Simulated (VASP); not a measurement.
```
CELL_PARAMETERS angstrom
      0.00000     2.27507     2.27507
      2.27507     0.00000     2.27507
      2.27507     2.27507     0.00000
ATOMIC_POSITIONS crystal
  Ga 0.00000 0.00000 0.00000
  N  0.25000 0.25000 0.25000
```

The numbers are results of PBE GGA, VASP's PBE PAW potentials (set 64) (plane waves; VASP), not measurements. Settings: 520 eV cut-off, Gaussian smearing of 0.050 eV, potentials Ga_d N.

Problem. Estimate the band gap (along the path) with the smallest direct gap where there is one.

Solution. 
```json
{
  "band gap (along the path)": "1.54 eV",
  "smallest direct gap (along the path)": "1.54 eV"
}
```

Total energies compare only between runs with the same potentials, cut-off and functional.

The compound is GaN in the zinc blende structure, a metastable form; wurtzite is the usual one. It was relaxed first.
